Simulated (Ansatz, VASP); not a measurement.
**Al2O3: VASP beside Ansatz**

Wanted: the spread between two codes on one cell, functional and k mesh. Of the first pair: The structure shown is frame 474 of Ansatz's trajectory.

Calculated with Ansatz 0.2.0; plane waves, with VASP 6.6.1 beside it; single point at LDA.

## Step 1: Set-up

The cell holds 75 atoms: 30 Al and 45 O. Cell: a = 9.543 Å, b = 9.543 Å, c = 9.543 Å, α = 90.0°, β = 90.0°, γ = 90.0°. As first built, before any earlier steps moved the atoms (in the runner's words): 75 atoms (30 Al, 45 O) placed at random at 2.92 g/cm^3, melted at 3360 K for 5 ps at fixed volume with the Morse and Coulomb pair potential with partial charges (Pedone, Malavasi, Menziani, Cormack and Segre, J. Phys. Chem. B 110, 11780 (2006)). Snapshot at the end of a hold of 8 ps at 2400 K and fixed volume.

## Step 2: Ansatz: dynamics, LDA

Ansatz runs on its default PAW (the set named soft_2) files.

One frame of this run of dynamics is then solved in both programs, so the motion causes no difference.

input.yaml reads:

```yaml
crystal:
  lattice:
    - [9.5429, 0.0, 0.0]
    - [0.0, 9.5429, 0.0]
    - [0.0, 0.0, 9.5429]
  atoms:
    - { symbol: Al, position: [0.40079, 0.82568, 0.0993] }
    - { symbol: Al, position: [0.54951, 0.05436, 0.02134] }
    - { symbol: Al, position: [0.14593, 0.99892, 0.58559] }
    - { symbol: Al, position: [0.52289, 0.51563, 0.12324] }
    - { symbol: Al, position: [0.37154, 0.49082, 0.59575] }
    - { symbol: Al, position: [0.92655, 0.05387, 0.84861] }
    - { symbol: Al, position: [0.19286, 0.5946, 0.3507] }
    - { symbol: Al, position: [0.6321, 0.04715, 0.52839] }
    - { symbol: Al, position: [0.77118, 0.66344, 0.08078] }
    - { symbol: Al, position: [0.22782, 0.56547, 0.00335] }
    - { symbol: Al, position: [0.41174, 0.8026, 0.54996] }
    - { symbol: Al, position: [0.39224, 0.04343, 0.71882] }
    - { symbol: Al, position: [0.12748, 0.31581, 0.12397] }
    - { symbol: Al, position: [0.06025, 0.87751, 0.09974] }
    - { symbol: Al, position: [0.42262, 0.32537, 0.33995] }
    - { symbol: Al, position: [0.61558, 0.78766, 0.83141] }
    - { symbol: Al, position: [0.72638, 0.31831, 0.97804] }
    - { symbol: Al, position: [0.9024, 0.50765, 0.25954] }
    - { symbol: Al, position: [0.00107, 0.40234, 0.8549] }
    - { symbol: Al, position: [0.77979, 0.31926, 0.53224] }
    - { symbol: Al, position: [0.00825, 0.06382, 0.29742] }
    - { symbol: Al, position: [0.63998, 0.58901, 0.39063] }
    - { symbol: Al, position: [0.37135, 0.01678, 0.31163] }
    - { symbol: Al, position: [0.15084, 0.8032, 0.82501] }
    - { symbol: Al, position: [0.40719, 0.33531, 0.84045] }
    - { symbol: Al, position: [0.77953, 0.81719, 0.36526] }
    - { symbol: Al, position: [0.63159, 0.51737, 0.72277] }
    - { symbol: Al, position: [0.87746, 0.9644, 0.60753] }
    - { symbol: Al, position: [0.12615, 0.3048, 0.53022] }
    - { symbol: Al, position: [0.92059, 0.65425, 0.60642] }
    - { symbol: O, position: [0.36952, 0.46289, 0.05596] }
    - { symbol: O, position: [0.03603, 0.95457, 0.4501] }
    - { symbol: O, position: [0.038, 0.6726, 0.72691] }
    - { symbol: O, position: [0.09689, 0.45983, 0.96539] }
    - { symbol: O, position: [0.76802, 0.97217, 0.7719] }
    - { symbol: O, position: [0.32358, 0.93783, 0.44754] }
    - { symbol: O, position: [0.74211, 0.00303, 0.39226] }
    - { symbol: O, position: [0.04751, 0.42911, 0.22022] }
    - { symbol: O, position: [0.53432, 0.48719, 0.31286] }
    - { symbol: O, position: [0.03654, 0.35796, 0.6712] }
    - { symbol: O, position: [0.45035, 0.97692, 0.16649] }
    - { symbol: O, position: [0.58104, 0.6731, 0.70292] }
    - { symbol: O, position: [0.04107, 0.91582, 0.92488] }
    - { symbol: O, position: [0.78065, 0.47185, 0.06177] }
    - { symbol: O, position: [0.26735, 0.88979, 0.7079] }
    - { symbol: O, position: [0.516, 0.16422, 0.41294] }
    - { symbol: O, position: [0.29176, 0.26986, 0.22351] }
    - { symbol: O, position: [0.92367, 0.05098, 0.15668] }
    - { symbol: O, position: [0.78097, 0.43845, 0.39231] }
    - { symbol: O, position: [0.28954, 0.42408, 0.44289] }
    - { symbol: O, position: [0.75904, 0.6572, 0.27061] }
    - { symbol: O, position: [0.52745, 0.95712, 0.63051] }
    - { symbol: O, position: [0.18241, 0.95783, 0.17103] }
    - { symbol: O, position: [0.79598, 0.47545, 0.65537] }
    - { symbol: O, position: [0.00415, 0.03988, 0.69111] }
    - { symbol: O, position: [0.51979, 0.8825, 0.93008] }
    - { symbol: O, position: [0.2645, 0.73524, 0.94895] }
    - { symbol: O, position: [0.5736, 0.42185, 0.87818] }
    - { symbol: O, position: [0.30634, 0.47428, 0.76197] }
    - { symbol: O, position: [0.60965, 0.75062, 0.41031] }
    - { symbol: O, position: [0.24263, 0.1589, 0.60651] }
    - { symbol: O, position: [0.84271, 0.79616, 0.55196] }
    - { symbol: O, position: [0.03497, 0.21527, 0.39876] }
    - { symbol: O, position: [0.42468, 0.13918, 0.86508] }
    - { symbol: O, position: [0.55342, 0.67896, 0.10314] }
    - { symbol: O, position: [0.61914, 0.20533, 0.06676] }
    - { symbol: O, position: [0.13954, 0.21671, 0.95544] }
    - { symbol: O, position: [0.94434, 0.75809, 0.13535] }
    - { symbol: O, position: [0.74724, 0.67178, 0.88645] }
    - { symbol: O, position: [0.51933, 0.42225, 0.63479] }
    - { symbol: O, position: [0.76023, 0.15691, 0.58932] }
    - { symbol: O, position: [0.04479, 0.60054, 0.44871] }
    - { symbol: O, position: [0.24528, 0.70256, 0.21432] }
    - { symbol: O, position: [0.37021, 0.63538, 0.5076] }
    - { symbol: O, position: [0.86249, 0.26464, 0.87993] }
kpoints:
  mp_grid: { grid: [1, 1, 1] }
hamiltonian:
  xc: lda
scf:
  occupations: { method: fermi_dirac, width: 0.207 }
output:
  forces: true
  stress: true
md:
  timestep: 2.0
  n_steps: 1400
  ensemble: nvt_nose_hoover
  temperature: 2400
  initial_velocities: maxwell_boltzmann
  seed: 5
```

The run is started by

```sh
ansatz run input.yaml --threads 8 --pin off --max-ram 15360MiB --backend cpu --events-out ev --progress --plain --runs-dir out
```

Numbers of over 12 decimals in the logs are rounded to 6 here.

Log:

```text
Warning: md: disabling space-group detection — thermal motion breaks the input geometry's symmetry, so no spatial operation reduces the k-mesh or symmetrises the density; time reversal is kept, so that k and −k are solved as one point where they differ and the mesh holds both, and exact exchange and, on two spinor components, a DFT+U term hold to it where the run has them: on two components no moment then forms, and  [...]
Warning: output.stress: scf.convergence.dr2_threshold = 7.5e-8 eV (the default of an md: trajectory) is looser than the 7.5e-9 eV advised for a printed stress (1e-10 eV for each atom of the cell: 75). What an SCF threshold leaves in a stress goes as its square root, and in the free energy as the threshold itself, and one threshold admits the most on a small cell: [figures from the program's tests cut] Set scf.converg [...]
band count auto-derived: 266 (N_el = 360.0; filled up to band 180; 255 by the electrons, moments and atoms)
Engine: ansatz 0.2.0, aarch64-unknown-linux-gnu
Pseudopotentials: kind: paw
Pseudopotential: Al, paw, valence charge 3, recommended cutoff 420 eV (normal), Al.paw.azcp
Pseudopotential: O, paw, valence charge 6, recommended cutoff 420 eV (normal), O.paw.azcp
Functional definition: SPW92
  exchange = slater_x
  correlation = pw_c
Crystal: 75 atoms, lattice volume = 869.043 Å³
Basis set: ecut = 420 eV, 17071 PW (Γ)
Bands: 266, of which v1, the nominal top of the filled ones, is band 180 counted from 1 (179 counted from 0)
Symmetry: 1 space group operations
k-points: 1
Non-local potential: Al, projectors of the file, l = 0: 2, l = 1: 2, l = 2: 1
Non-local potential: O, projectors of the file, l = 0: 2, l = 1: 2, l = 2: 1
PAW form: soft (Blöchl's): semilocal exchange-correlation on the pseudo side does not see the compensation charge
PAW frozen core: Al, regenerated for the run's functional, and the local potential with it (the file was generated under x = pbe(κ = 0.804, μ = 0.219515), c = pbe(β = 0.066725))
PAW frozen core: O, regenerated for the run's functional, and the local potential with it (the file was generated under x = pbe(κ = 0.804, μ = 0.219515), c = pbe(β = 0.066725))
PAW one-centre angular grid: Al, 110 points (default); XC on 64 Gauss nodes
PAW one-centre angular grid: O, 110 points (default); XC on 64 Gauss nodes
Initial density: superposition of atomic densities (neutral atoms: chi_scale 0, normalization atom), corrected by the library's trained network
Initial wavefunctions: pseudopotential atomic-orbital guess
Functional: x = slater, c = lda
SCF iter   1: F=—  HF=-40440.149787 eV  |F-HF|=—  |Δ(HF+E_count)|=         —  Δρ=1.49e-2  dr2=1.92e0  ethr=1.77e-3  ⟨swp⟩=5.0  Hψ=1136  notcnv=0  defer=36
preconditioner: auto → LDOS  [insulator: Δε(μ)=0.758 eV  Ē_g=14.567 eV  σ=0.207 eV  W_gap=0.72  n_scr=178 (ndim 8)  ℏωp=23.9 eV  f_vac=0.027  D(μ)=2.53/eV (n_scr^D=6)  ε∞_Penn≈3.7  β→1.0]
SCF iter   2: F=—  HF=-40440.917227 eV  |F-HF|=—  |Δ(HF+E_count)|=   7.67e-1  Δρ=2.57e-2  dr2=4.50e0  ethr=5.33e-4  ⟨swp⟩=2.0  Hψ=528  notcnv=0  defer=44  recentre
preconditioner: auto → Resta (q_TF=auto, 2.356 Å⁻¹)  ε∞=3.6  [insulator: Δε(μ)=0.897 eV  Ē_g=14.907 eV  σ=0.207 eV  W_gap=0.79  n_scr=178 (ndim 8)  ℏωp=23.9 eV  f_vac=0.024  D(μ)=1.93/eV (n_scr^D=0)  ε∞_Penn≈3.6  β→0.5]
SCF iter   3: F=—  HF=-40439.631746 eV  |F-HF|=—  |Δ(HF+E_count)|=    1.29e0  Δρ=3.38e-3  dr2=1.16e-1  ethr=5.33e-4  ⟨swp⟩=2.0  Hψ=444  notcnv=0  defer=44
SCF iter   4: F=—  HF=-40439.617848 eV  |F-HF|=—  |Δ(HF+E_count)|=   1.39e-2  Δρ=1.66e-3  dr2=1.76e-2  ethr=3.23e-5  ⟨swp⟩=2.0  Hψ=442  notcnv=0  defer=36
SCF iter   5: F=—  HF=-40439.613920 eV  |F-HF|=—  |Δ(HF+E_count)|=   3.93e-3  Δρ=4.64e-4  dr2=1.53e-3  ethr=4.90e-6  ⟨swp⟩=2.0  Hψ=359  notcnv=0  defer=36
SCF iter   6: F=—  HF=-40439.613611 eV  |F-HF|=—  |Δ(HF+E_count)|=   3.09e-4  Δρ=1.29e-4  dr2=1.68e-4  ethr=4.25e-7  ⟨swp⟩=3.0  Hψ=397  notcnv=0  defer=36
[...]
md step  1360: t =  2720.00 fs  T =  2961.1 K  F+E_penalty+E_count = -40449.71918615 eV  E_kin = 28.323166 eV  conserved = -40416.72688694 eV  P_inst = 1.7914 GPa  (10 SCF iters)
md step  1364: t =  2728.00 fs  T =  2690.0 K  F+E_penalty+E_count = -40447.21392997 eV  E_kin = 25.730156 eV  conserved = -40416.70716329 eV  P_inst = 1.2502 GPa  (9 SCF iters)
md step  1368: t =  2736.00 fs  T =  2455.2 K  F+E_penalty+E_count = -40445.05136786 eV  E_kin = 23.484693 eV  conserved = -40416.67281518 eV  P_inst = 0.5082 GPa  (8 SCF iters)
md step  1372: t =  2744.00 fs  T =  2640.0 K  F+E_penalty+E_count = -40446.99028162 eV  E_kin = 25.252257 eV  conserved = -40416.72784191 eV  P_inst = -0.8560 GPa  (7 SCF iters)
md step  1376: t =  2752.00 fs  T =  2569.5 K  F+E_penalty+E_count = -40446.41237111 eV  E_kin = 24.578064 eV  conserved = -40416.69542374 eV  P_inst = -0.5132 GPa  (7 SCF iters)
md step  1380: t =  2760.00 fs  T =  2637.1 K  F+E_penalty+E_count = -40447.20683980 eV  E_kin = 25.224802 eV  conserved = -40416.70436617 eV  P_inst = -1.1592 GPa  (10 SCF iters)
md step  1384: t =  2768.00 fs  T =  2575.2 K  F+E_penalty+E_count = -40446.76209838 eV  E_kin = 24.632042 eV  conserved = -40416.69851149 eV  P_inst = -1.1839 GPa  (6 SCF iters)
md step  1388: t =  2776.00 fs  T =  2515.4 K  F+E_penalty+E_count = -40446.37252345 eV  E_kin = 24.060253 eV  conserved = -40416.72234729 eV  P_inst = -0.7698 GPa  (7 SCF iters)
md step  1392: t =  2784.00 fs  T =  2449.8 K  F+E_penalty+E_count = -40445.90925398 eV  E_kin = 23.432900 eV  conserved = -40416.73339309 eV  P_inst = -0.4758 GPa  (7 SCF iters)
md step  1396: t =  2792.00 fs  T =  2342.3 K  F+E_penalty+E_count = -40444.97891566 eV  E_kin = 22.404283 eV  conserved = -40416.69142974 eV  P_inst = -0.0674 GPa  (8 SCF iters)
[...]
md step  1400: t =  2800.00 fs  T =  2577.5 K  F+E_penalty+E_count = -40447.40302537 eV  E_kin = 24.654566 eV  conserved = -40416.73219380 eV  P_inst = -0.6510 GPa  (11 SCF iters)
SCF converged after 11 iterations
Free energy (F): -40447.403025 eV
Harris-Foulkes:  -40447.403025 eV  (|F-HF|=2.52e-8)
Internal energy: -40447.228573 eV  (E = F + TS)
E sigma→0 (E₀):  -40447.315799 eV
Entropy (-TS):   -0.174452 eV (-2.326 meV/atom)
Fermi energy:    5.807486 eV
--- Per-component energies (eV) ---
  E_band       = -795.944517
  E_kinetic    = 8695.085791
  E_local      = -20680.867101  (includes V_loc(G=0)·N_el)
  E_nonlocal   = 2557.628197
  E_hartree    = 7775.896827
  E_xc         = -4475.600896
  E_vxc        = -5117.460074  (∫ρ·V_xc dr)
  E_paw        = -19943.997108  (= ΣΔE_a)
  E_vpaw       = -1802.239323  (= ΣTr[D̂ρ^β])
  E_aug_tail   = 0.114420  (compensation charges beyond the density's cutoff)
  E_ewald      = -14381.521667
  E_core_change = 6.032963  (= ΣΔE_core)
  E_smearing   = -0.174452  (= −TS)
  E_closure    = -0.000000  (closes the sum)
  Σ components = -40447.403025   (vs F -40447.403025, Δ=0.00e0)
--- Forces (eV/Å), atoms counted from 1 ---
  atom   1  Al    -6.84769671    -1.50312689     1.04866463
  atom   2  Al     1.47567772     2.97374277     0.38109881
  atom   3  Al     1.97178868    -5.57248327     0.44089054
  atom   4  Al    -1.89585376     0.08293732     1.28506492
  atom   5  Al    -3.00899777    -2.25096268    -2.62837503
  atom   6  Al     0.82768546     2.79272456    -0.01017020
  atom   7  Al     1.53904905     3.11007046     0.51533712
  atom   8  Al     1.85512101    -1.00959509     2.66593869
  atom   9  Al     0.51660757     2.62438816    -1.66390831
  atom  10  Al     0.77084667     0.64284184    -0.97242069
  atom  11  Al    -4.22853973    -4.02693615     4.30839264
  atom  12  Al     2.04425902    -0.94440754    -0.21297835
  atom  13  Al     1.18351772    -0.85678298     3.03976376
  atom  14  Al     1.24161062    -0.47674730    -4.20140716
  atom  15  Al     1.53353103     3.77884607     4.81410049
  atom  16  Al     0.02019816     0.90398357    -0.30239726
  atom  17  Al     1.55925243    -1.60647255    -0.54157379
  atom  18  Al    -0.85289970    -1.22745657    -1.25424282
  atom  19  Al     0.08638139     0.53375179     1.45154111
  atom  20  Al    -1.00174895    -3.12799753    -0.34988081
  atom  21  Al    -0.17113617     2.83810075     2.13063998
  atom  22  Al    -2.35589235    -5.79198186     2.19036306
  atom  23  Al    -0.24017058     2.41543681     1.28807935
  atom  24  Al     3.70150188    -2.47297074     2.44811013
[...]
atom  68  O      0.96864016     0.27147459    -5.73926279
  atom  69  O     -3.34006053     3.10726504     0.44800780
  atom  70  O     -0.85614171    -0.67802500    -0.99932929
  atom  71  O     -1.17999683    -0.60189020     2.04911456
  atom  72  O     -0.77956837    -4.48414504     0.88463975
  atom  73  O      0.47367129    -0.78465928    -0.77485093
  atom  74  O     -0.90570048    -0.01521406     0.14530712
  atom  75  O     -1.05267304    -0.20896386     1.03009646
  max |Σ_I F_I| component: 9.22e-5 eV/Å
--- Stress (GPa, compression-positive) ---
       -5.933358      -0.282712      -3.003019
       -0.282712      -3.674553      -2.330600
       -3.003019      -2.330599      -1.558575
  P = ⅓ Tr σ = -3.7222 GPa (-37.222 kbar)
--- MD trajectory: 1400 steps, t = 0.0 → 2800.0 fs ---
  final state: T = 2577.5 K   F+E_penalty+E_count = -40447.40302537 eV   E_kin = 24.654566 eV
  conserved energy: peak-to-peak 2.286e-1 eV (3.048e-3 eV/atom) over 2800.0 fs
```

Reading the cycles: dr2 is the Hartree energy of the density residual (eV), the measure of convergence; HF is the Harris–Foulkes estimate of the energy, which meets the free energy F at convergence.

[end of part 1 of 4]

[Lines on the potential files, build, host, timing and source positions are cut from VASP's logs without a mark.]

[Logs are printed without paths, hosts, clocks, repeated set-up lines and the standing remarks that a program may print on its own settings, such as how far it seeks lower states.]

[Hosts, paths, dates, database ids (printed as entryN), source tags and the programs' standing remarks are cut or masked in the printed files.]
